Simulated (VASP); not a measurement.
# MoI (P4/mmm) in VASP: settings compared

Aim: see how the results for MoI move with the level of theory and the settings. Levels: PBE, LDA. Tasks: relaxation of cell and atoms.

Program: VASP 6.6.1. These are calculated values, not measurements. Logs are shortened: lines on timing, memory, paths and dates and some standing lists are left out, and cuts for length are marked.

### Step 1. Starting point

It takes space group P4/mmm (No. 123, tetragonal). Conventional cell: a = 3.623 Å, b = 3.623 Å, c = 5.042 Å, α = 90.00°, β = 90.00°, γ = 90.00°. Mo (site symmetry 4/mmm) has 4 I at 2.56 Å as nearest neighbours. Around I (site symmetry 4/mmm) lie 4 Mo at 2.56 Å.

The cell was built by a generator and needn't be a form met in nature.

### Step 2. Relaxation of cell and atoms, PBE

The input, INCAR:

```
  PREC = Accurate
  ENCUT = 600
  EDIFF = 1E-6
  ISMEAR = 0
  SIGMA = 0.05
  LREAL = False
  LASPH = True
  NELM = 60
  ALGO = Normal
  ISIF = 3
  LWAVE = False
  LCHARG = False
  GGA = PE
  IBRION = 2
  NSW = 60
  EDIFFG = -0.01
```

The input, KPOINTS:

```
Automatic mesh
0
Gamma
  7 7 5
```

The input, POSCAR:

```
MoI
1.0
    3.6232628200      0.0000000000      0.0000000000
    0.0000000000      3.6232628200      0.0000000000
    0.0000000000      0.0000000000      5.0420814100
Mo I
1 1
Direct
    0.5000000000      0.5000000000      0.5000000000
    0.0000000000      0.0000000000      0.5000000000
```

Potentials or basis: VASP PAW PBE potentials, release 64 (Mo_sv, I).

Run with:

```bash
> cat potpaw_PBE.64/Mo_sv/POTCAR potpaw_PBE.64/I/POTCAR > POTCAR
> mpirun -np 1 vasp_std > vasp.out
```

OUTCAR:

```text
PREC = Accurate
   ENCUT = 600
   EDIFF = 1E-6
   ISMEAR = 0
   LREAL = False
   LASPH = True
   NELM = 60
   ISIF = 3
   GGA = PE
   IBRION = 2
   NSW = 60
   EDIFFG = -0.01

 ion  position               nearest neighbor table
   1  0.500  0.500  0.500-   2 2.56   2 2.56   2 2.56   2 2.56
   2  0.000  0.000  0.500-   1 2.56   1 2.56   1 2.56   1 2.56

  LATTYP: Found a simple tetragonal cell.
 ALAT       =     3.6232628200
 C/A-ratio  =     1.3915858883

  Lattice vectors:

 A1 = (   3.6232628200,   0.0000000000,   0.0000000000)
 A2 = (   0.0000000000,   3.6232628200,   0.0000000000)
 A3 = (   0.0000000000,   0.0000000000,   5.0420814100)

Analysis of symmetry for initial positions (statically):
=====================================================================
 Subroutine PRICEL returns:
 Original cell was already a primitive cell.

 Routine SETGRP: Setting up the symmetry group for a
 simple tetragonal supercell.

 Subroutine GETGRP returns: Found 16 space group operations
 (whereof 16 operations were pure point group operations)
 out of a pool of 16 trial point group operations.

The static configuration has the point symmetry D_4h.

Analysis of symmetry for dynamics (positions and initial velocities):
=====================================================================
 Subroutine PRICEL returns:
 Original cell was already a primitive cell.

 Routine SETGRP: Setting up the symmetry group for a
 simple tetragonal supercell.

 Subroutine GETGRP returns: Found 16 space group operations
 (whereof 16 operations were pure point group operations)
 out of a pool of 16 trial point group operations.

The dynamic configuration has the point symmetry D_4h.

 Subroutine INISYM returns: Found 16 space group operations
 (whereof 16 operations are pure point group operations),
 and found     1 'primitive' translations

----------------------------------------------------------------------------------------

                                     Primitive cell

  volume of cell :      66.1926

  direct lattice vectors                    reciprocal lattice vectors
     3.623262820  0.000000000  0.000000000     0.275994332  0.000000000  0.000000000
     0.000000000  3.623262820  0.000000000     0.000000000  0.275994332  0.000000000
     0.000000000  0.000000000  5.042081410     0.000000000  0.000000000  0.198330792

  length of vectors
[... 83 lines left out ...]
   LREAL  =      F    real-space projection
   EDIFFG = -.1E-01   stopping-criterion for IOM
   NSW    =     60    number of steps for IOM
   IBRION =      2    ionic relax: 0-MD 1-quasi-New 2-CG
   NFREE  =      1    steps in history (QN), initial steepest desc. (CG)
   ISIF   =      3    stress and relaxation
   ISYM   =      2    0-nonsym 1-usesym 2-fastsym
   POTIM  = 0.5000    time-step for ionic-motion
   TEBEG  =    0.0;   TEEND  =   0.0 temperature during run
   PSTRESS=    0.0 pullay stress
   NELECT =      21.0000    total number of electrons
   NUPDOWN=      -1.0000    fix difference up-down
   EMIN   =  10.00;   EMAX   =-10.00  energy-range for DOS
   EFERMI =   0.00;   METHOD = LEGACY
   ISMEAR =     0;   SIGMA  =   0.05  broadening in eV -4-tet -1-fermi 0-gaus
   EFERMI_NEDOS =   21; number of points for ismear=-14 and -15
   IALGO  =     38    algorithm
   IMIX   =      4    mixing-type and parameters
     AMIX     =   0.40;   BMIX     =  1.00
     AMIX_MAG =   1.60;   BMIX_MAG =  1.00
  volume/ion in A,a.u.               =      33.10       223.34
  Fermi-wavevector in a.u.,A,eV,Ry     =   1.116550  2.109973 16.962157  1.246683
  Thomas-Fermi vector in A             =   2.253165
   LORBIT       =      0    0 simple, 1 ext, 2 COOP (PROOUT), +10 PAW based schemes
   GGA     = PE    functional components
   LHFCALC =     F    Hartree Fock is set to
   AEXX    =    0.0000 exact exchange contribution
   IVDW    =     0    specifies the selected vdW correction
   LEPSILON=     F    determine dielectric tensor
   LRPA    =     F    only Hartree local field effects (RPA)
 conjugate gradient relaxation of ions
 non-spin polarized calculation
 Gauss-broadening in eV      SIGMA  =   0.05
  energy-cutoff  :      600.00
  volume of cell :       66.19
 maximum number of plane-waves:      2219
 NGX is ok and might be reduce to    30
   NGX = 15   NGY = 15   NGZ = 21

--------------------------------------- Ionic step        1  -------------------------------------------

 number of electron      21.0000000 magnetization

 Free energy of the ion-electron system (eV)
  ---------------------------------------------------
  ext. energy  EPLUGINS =         0.00000000
  ---------------------------------------------------
  free energy    TOTEN  =        -7.83439744 eV

  energy without entropy =       -7.82258968  energy(sigma->0) =       -7.82849356

------------------------ aborting loop because EDIFF is reached ----------------------------------------

  FORCE on cell =-STRESS in cart. coord.  units (eV):
  Direction    XX          YY          ZZ          XY          YZ          ZX
  --------------------------------------------------------------------------------------
  -------------------------------------------------------------------------------------
  Total        7.3443851      7.3443851     -1.2621701      0.0000000      0.0000000     -0.0000000
  in kB      177.7691898    177.7691898    -30.5505424      0.0000000      0.0000000     -0.0000000
  external PRESSURE =     108.3292791 kB  Pullay stress =       0.0000000 kB
[... 1331 lines left out ...]
      3     -21.6514      2.00000
      4     -21.6080      2.00000
      5      -1.1808      2.00000
      6       4.3482      2.00000
      7       6.7757      2.00000
      8       8.2497      2.00000
      9      10.6888      2.00000
     10      10.8663      2.00000
     11      13.4516      0.00000
     12      13.8287      0.00000
     13      16.7479      0.00000
     14      18.6949      0.00000

 [... further k-points ...]

[... ionic steps 4 to 17 ...]

--------------------------------------- Ionic step       18  -------------------------------------------

 number of electron      20.9999996 magnetization

------------------------ aborting loop because EDIFF is reached ----------------------------------------
[... 67 lines left out ...]
--------------------------------------- Ionic step       20  -------------------------------------------

 number of electron      20.9999996 magnetization

 Free energy of the ion-electron system (eV)
  ---------------------------------------------------
  ext. energy  EPLUGINS =         0.00000000
  ---------------------------------------------------
  free energy    TOTEN  =        -9.25252235 eV

  energy without entropy =       -9.24595011  energy(sigma->0) =       -9.24923623

 E-fermi :   9.1320     XC(G=0): -10.8380

 val. band max:        9.1178612800   @ k =   0.4286   0.1429   0.2000
 cond. band min:       9.1563197887   @ k =   0.1429   0.0000   0.4000
 fundamental gap:      0.0384585088
 Fermi energy:         9.1320323576
[... 437 lines left out ...]
  FREE ENERGIE OF THE ION-ELECTRON SYSTEM (eV)
  ---------------------------------------------------
  free  energy   TOTEN  =        -9.2525223527 eV

  energy  without entropy=       -9.2459501064  energy(sigma->0) =       -9.24923623

 reached required accuracy - stopping structural energy minimisation
```

OSZICAR:

```text
N       E                     dE             d eps       ncg     rms          rms(c)
DAV:   1     0.167370576648E+03    0.16737E+03   -0.12778E+04  1000   0.146E+03
DAV:   2    -0.219889936347E+01   -0.16957E+03   -0.16709E+03  1074   0.337E+02
DAV:   3    -0.783764347229E+01   -0.56387E+01   -0.55435E+01  1074   0.583E+01
[... 273 lines left out ...]
DAV:   2    -0.925376174309E+01    0.11248E-01   -0.22754E-02   846   0.118E+00    0.192E-01
DAV:   3    -0.925257403423E+01    0.11877E-02   -0.30149E-03   942   0.383E-01    0.877E-02
DAV:   4    -0.925252751439E+01    0.46520E-04   -0.22066E-04   894   0.958E-02    0.585E-02
DAV:   5    -0.925252231816E+01    0.51962E-05   -0.48163E-05   894   0.611E-02    0.826E-03
DAV:   6    -0.925252235270E+01   -0.34542E-07   -0.28873E-06   776   0.138E-02
  20 F= -.92525224E+01 E0= -.92492362E+01  d E =-.160189E-03
```

CONTCAR:

```text
MoI
   1.00000000000000
     3.8869553755480482    0.0000000000000000    0.0000000000000000
    -0.0000000000000000    3.8869553755480482   -0.0000000000000000
     0.0000000000000000    0.0000000000000000    3.1647105524250323
  Mo              I
     1     1
Direct
     0.5000000000000000    0.5000000000000000    0.5000000000000000
     0.0000000000000000    0.0000000000000000    0.5000000000000000

  0.00000000E+00  0.00000000E+00  0.00000000E+00
  0.00000000E+00  0.00000000E+00  0.00000000E+00
```

Wall time 5.4 min (1 thread of Intel Xeon Platinum 8559C (Emerald Rapids), shared host); peak memory 0.23 GiB.

What came out:

- Free energy: -9.2525 eV
- Relaxed volume: 23.91 Å³/atom
- Relaxed cell: a = 3.887 Å, b = 3.887 Å, c = 3.165 Å, α = 90.00°, β = 90.00°, γ = 90.00°
- Space group after relaxing (to 0.05 Å): P4/mmm (No. 123)
- Energy gained by relaxing: 709.1 meV/atom
- Ionic steps: 20
- Pressure after relaxing: 0.0 GPa
- Band gap on the k mesh: none (metal or under the smearing width)

The path:
| step | energy change (eV) | largest force (eV/Å) | pressure (GPa) | volume (Å³) |
| --- | --- | --- | --- | --- |
| 1 | 0.0000 | 0.0000 | 10.83 | 66.19 |
| 2 | 0.2689 | 0.0000 | -8.01 | 88.93 |
| 3 | -0.4235 | 0.0000 | -1.93 | 74.75 |
| 4 | -0.4258 | 0.0000 | -1.42 | 74.21 |
| 5 | -0.4260 | 0.0000 | -1.24 | 74.03 |
| 6 | -0.4762 | 0.0000 | -1.49 | 71.77 |
| 7 | -0.6832 | 0.0000 | -2.41 | 64.98 |
| 8 | -1.2988 | 0.0000 | -2.08 | 51.28 |
| 9 | 66.9892 | 0.0000 | 992.07 | 23.47 |
| 10 | -1.3203 | 0.0000 | -1.86 | 50.83 |
| 11 | 0.3112 | 0.0000 | 43.28 | 37.22 |
| 12 | -1.3733 | 0.0000 | -1.29 | 49.60 |
| 13 | -1.3698 | 0.0000 | 3.54 | 45.46 |
| 14 | -1.4165 | 0.0000 | 0.54 | 47.62 |
| 15 | -1.4154 | 0.0000 | 1.19 | 47.09 |
| 16 | -1.3841 | 0.0000 | -3.89 | 50.47 |
| 17 | -1.4180 | 0.0000 | -0.05 | 47.80 |
| 18 | -1.4180 | 0.0000 | -0.03 | 47.78 |
| 19 | -1.4172 | 0.0000 | 0.03 | 47.89 |
| 20 | -1.4181 | 0.0000 | -0.01 | 47.81 |

Final structure:
```
Mo I
1.0
     3.88696    0.00000    0.00000
     0.00000    3.88696    0.00000
     0.00000    0.00000    3.16471
Mo I
1 1
Cartesian
  1.9435 1.9435 1.5824
  0.0000 0.0000 1.5824
```

Caveat: the volume moved by over 15 % at a fixed basis, so the end points are rough; this functional lacks dispersion, which binds the layers, so the pressure and a relaxed spacing across them are unreliable; an odd number of electrons without spin polarisation forces a metal; a magnetic or distorted state may lie lower. Spin-orbit coupling is left out, which matters for the levels of I.

### Step 3. Relaxation of cell and atoms, LDA

The input, INCAR:

```
ALGO = Normal ; EDIFF = 1E-7
EDIFFG = -0.005 ; ENCUT = 600
GGA = CA ; IBRION = 2
ISIF = 3 ; ISMEAR = 0
LASPH = T ; LCHARG = F
LREAL = F ; LWAVE = F
NELM = 100 ; NSW = 60
PREC = Accurate ; SIGMA = 0.05
```

The input, KPOINTS:

```
k-points
0
Gamma
  7 7 5
```

POSCAR is that of step 2.

Potentials or basis: VASP PAW LDA potentials, release 64 (Mo_sv, I).

Run with:

```bash
> cat potpaw_LDA.64/Mo_sv/POTCAR potpaw_LDA.64/I/POTCAR > POTCAR
> mpirun -np 1 vasp_std > vasp.out
```

OUTCAR:

```text
EDIFF = 1E-7
   EDIFFG = -0.005
   ENCUT = 600
   GGA = CA
   IBRION = 2
   ISIF = 3
   ISMEAR = 0
   LASPH = T
   LREAL = F
   NELM = 100
   NSW = 60
   PREC = Accurate

 ion  position               nearest neighbor table
   1  0.500  0.500  0.500-   2 2.56   2 2.56   2 2.56   2 2.56
   2  0.000  0.000  0.500-   1 2.56   1 2.56   1 2.56   1 2.56

  LATTYP: Found a simple tetragonal cell.
 ALAT       =     3.6232628200
 C/A-ratio  =     1.3915858883

  Lattice vectors:

 A1 = (   3.6232628200,   0.0000000000,   0.0000000000)
 A2 = (   0.0000000000,   3.6232628200,   0.0000000000)
 A3 = (   0.0000000000,   0.0000000000,   5.0420814100)

Analysis of symmetry for initial positions (statically):
=====================================================================
 Subroutine PRICEL returns:
 Original cell was already a primitive cell.

 Routine SETGRP: Setting up the symmetry group for a
 simple tetragonal supercell.

 Subroutine GETGRP returns: Found 16 space group operations
 (whereof 16 operations were pure point group operations)
 out of a pool of 16 trial point group operations.

The static configuration has the point symmetry D_4h.

Analysis of symmetry for dynamics (positions and initial velocities):
=====================================================================
 Subroutine PRICEL returns:
 Original cell was already a primitive cell.

 Routine SETGRP: Setting up the symmetry group for a
 simple tetragonal supercell.

 Subroutine GETGRP returns: Found 16 space group operations
 (whereof 16 operations were pure point group operations)
 out of a pool of 16 trial point group operations.

The dynamic configuration has the point symmetry D_4h.

 Subroutine INISYM returns: Found 16 space group operations
 (whereof 16 operations are pure point group operations),
 and found     1 'primitive' translations

----------------------------------------------------------------------------------------

                                     Primitive cell

  volume of cell :      66.1926
[... 112 lines left out ...]
  Thomas-Fermi vector in A             =   2.253165
   LORBIT       =      0    0 simple, 1 ext, 2 COOP (PROOUT), +10 PAW based schemes
   GGA     = CA    functional components
   LHFCALC =     F    Hartree Fock is set to
   AEXX    =    0.0000 exact exchange contribution
   IVDW    =     0    specifies the selected vdW correction
   LEPSILON=     F    determine dielectric tensor
   LRPA    =     F    only Hartree local field effects (RPA)
 conjugate gradient relaxation of ions
 non-spin polarized calculation
 Gauss-broadening in eV      SIGMA  =   0.05
  energy-cutoff  :      600.00
  volume of cell :       66.19
 maximum number of plane-waves:      2219
 NGX is ok and might be reduce to    30
   NGX = 15   NGY = 15   NGZ = 21

--------------------------------------- Ionic step        1  -------------------------------------------

 number of electron      21.0000000 magnetization

 Free energy of the ion-electron system (eV)
  ---------------------------------------------------
  ext. energy  EPLUGINS =         0.00000000
  ---------------------------------------------------
  free energy    TOTEN  =        -9.60212940 eV

  energy without entropy =       -9.59104256  energy(sigma->0) =       -9.59658598

------------------------ aborting loop because EDIFF is reached ----------------------------------------

  FORCE on cell =-STRESS in cart. coord.  units (eV):
  Direction    XX          YY          ZZ          XY          YZ          ZX
  --------------------------------------------------------------------------------------
  -------------------------------------------------------------------------------------
  Total        4.8323800      4.8323800     -1.5905782      0.0000000      0.0000000     -0.0000000
  in kB      116.9666705    116.9666705    -38.4995884      0.0000000      0.0000000     -0.0000000
  external PRESSURE =      65.1445842 kB  Pullay stress =       0.0000000 kB
[... 1331 lines left out ...]
      3     -24.8989      2.00000
      4     -24.6499      2.00000
      5      -4.0740      2.00000
      6       2.9676      2.00000
      7       3.1867      2.00000
      8       4.7408      2.00000
      9       9.1372      2.00000
     10       9.5690      2.00000
     11       9.9726      1.69437
     12      10.4140      0.00000
     13      13.8316      0.00000
     14      13.9623      0.00000

 [... further k-points ...]

[... ionic steps 4 to 14 ...]

--------------------------------------- Ionic step       15  -------------------------------------------

 number of electron      21.0000003 magnetization

------------------------ aborting loop because EDIFF is reached ----------------------------------------
[... 67 lines left out ...]
--------------------------------------- Ionic step       17  -------------------------------------------

 number of electron      21.0000003 magnetization

 Free energy of the ion-electron system (eV)
  ---------------------------------------------------
  ext. energy  EPLUGINS =         0.00000000
  ---------------------------------------------------
  free energy    TOTEN  =       -11.13492957 eV

  energy without entropy =      -11.12981179  energy(sigma->0) =      -11.13237068

 E-fermi :   9.9547     XC(G=0): -11.3936

 val. band max:        9.9208112296   @ k =   0.4286   0.1429   0.2000
 cond. band min:       9.9838336870   @ k =   0.4286   0.2857   0.2000
 fundamental gap:      0.0630224575
 Fermi energy:         9.9547161215
[... 437 lines left out ...]
  FREE ENERGIE OF THE ION-ELECTRON SYSTEM (eV)
  ---------------------------------------------------
  free  energy   TOTEN  =       -11.1349295678 eV

  energy  without entropy=      -11.1298117874  energy(sigma->0) =      -11.13237068

 reached required accuracy - stopping structural energy minimisation
```

CONTCAR:

```text
MoI
   1.00000000000000
     3.8007708762429107    0.0000000000000000    0.0000000000000000
    -0.0000000000000000    3.8007708762429107   -0.0000000000000000
     0.0000000000000000    0.0000000000000000    3.0818228294640200
  Mo              I
     1     1
Direct
     0.5000000000000000    0.5000000000000000    0.5000000000000000
     0.0000000000000000    0.0000000000000000    0.5000000000000000

  0.00000000E+00  0.00000000E+00  0.00000000E+00
  0.00000000E+00  0.00000000E+00  0.00000000E+00
```

Run time: 3 min. Hardware: 1 thread of Intel Xeon Platinum 8559C (Emerald Rapids), shared host; peak memory 0.19 GiB.

What came out:

| Quantity | Value |
| --- | --- |
| Free energy | -11.1349 eV |
| Relaxed volume | 22.26 Å³/atom |
| Relaxed cell | a = 3.801 Å, b = 3.801 Å, c = 3.082 Å, α = 90.00°, β = 90.00°, γ = 90.00° |
| Space group after relaxing (to 0.05 Å) | P4/mmm (No. 123) |
| Energy gained by relaxing | 766.4 meV/atom |
| Ionic steps | 17 |
| Pressure after relaxing | 0.0 GPa |
| Band gap on the k mesh | none (metal or under the smearing width) |

Step by step:
| step | energy change (eV) | largest force (eV/Å) | pressure (GPa) | volume (Å³) |
| --- | --- | --- | --- | --- |
| 1 | 0.0000 | 0.0000 | 6.51 | 66.19 |
| 2 | 0.2218 | 0.0000 | -9.20 | 79.36 |
| 3 | -0.1987 | 0.0000 | -2.27 | 71.13 |
| 4 | -0.1994 | 0.0000 | -1.90 | 70.86 |
| 5 | -0.2835 | 0.0000 | -2.40 | 68.08 |
| 6 | -0.6623 | 0.0000 | -4.27 | 59.67 |
| 7 | -1.4656 | 0.0000 | 3.48 | 42.52 |
| 8 | -1.2758 | 0.0000 | -4.72 | 50.01 |
| 9 | -1.5173 | 0.0000 | -2.10 | 45.79 |
| 10 | -1.5321 | 0.0000 | -0.55 | 44.71 |
| 11 | -1.5286 | 0.0000 | -1.36 | 45.24 |
| 12 | -1.5159 | 0.0000 | 3.32 | 43.42 |
| 13 | -1.5306 | 0.0000 | -0.19 | 44.74 |
| 14 | -1.5300 | 0.0000 | 0.03 | 44.38 |
| 15 | -1.5328 | 0.0000 | -0.12 | 44.57 |
| 16 | -1.5327 | 0.0000 | 0.26 | 44.41 |
| 17 | -1.5328 | 0.0000 | 0.00 | 44.52 |

Final structure:
```cif
data_structure
_symmetry_space_group_name_H-M 'P 1'
_symmetry_Int_Tables_number 1
_cell_length_a 3.8008
_cell_length_b 3.8008
_cell_length_c 3.0818
_cell_angle_alpha 90.000
_cell_angle_beta 90.000
_cell_angle_gamma 90.000
_cell_volume 44.52
loop_
_atom_site_label
_atom_site_type_symbol
_atom_site_fract_x
_atom_site_fract_y
_atom_site_fract_z
_atom_site_occupancy
Mo1 Mo 0.50000 0.50000 0.50000 1
I1 I 0.00000 0.00000 0.50000 1
```

Levels at points of the mesh, in eV from the Fermi level:
| k point | band 8 | band 9 | band 10 | band 11 | band 12 | band 13 | band 14 |
| --- | --- | --- | --- | --- | --- | --- | --- |
| (0.00, 0.00, 0.00) | -3.20 | -2.47 | -1.47 | -0.43 | 0.97 | 0.97 | 1.10 |

Caveat: the volume moved by over 15 % at a fixed basis, so the end points are rough; an odd number of electrons without spin polarisation forces a metal; a magnetic or distorted state may lie lower.
